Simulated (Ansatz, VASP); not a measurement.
## One calculation of RbH3Pb, two programs

```
Rb Pb H
1.0
     5.08000    0.00000    0.00000
     0.00000    5.08000    0.00000
     0.00000    0.00000    5.08000
Rb Pb H
1 1 3
Direct
  0.00000 0.00000 0.00000
  0.50000 0.50000 0.50000
  0.50000 0.50000 0.00000
  0.50000 0.00000 0.50000
  0.00000 0.50000 0.50000
```

The cell comes from a database or a generator and needn't be the stable form of this composition.

Alike in both runs: task single point; functional PBE; k mesh 4 × 4 × 4; occupations gaussian, width 0.05 eV; no spin polarisation.

|  | VASP | Ansatz |
| --- | --- | --- |
| version | VASP 6.6.1 | Ansatz 0.2.0 |
| potentials or method | VASP PAW PBE potentials, release 64 (Rb_sv, Pb_d, H) | scalar-relativistic, plane waves, PAW |
| plane-wave cutoff (eV) | 520 | 420 |
| valence electrons in the cell | 26 | 26 |

|  | VASP | Ansatz | Ansatz less VASP |
| --- | --- | --- | --- |
| gap on the k mesh at the Fermi level (eV) | 1.20 | 1.19 | -0.004 |
| least direct gap on the mesh (eV) | 1.28 | 1.27 | -0.006 |
| pressure (GPa) | -3.6 | -3.5 | +0.04 |

Caveats: spin-orbit coupling is left out, which as a rule narrows the gap of such compounds by several tenths of an eV. Expect the measured gap to be larger: semilocal functionals such as PBE lack the derivative discontinuity. A k mesh can miss the band edges.
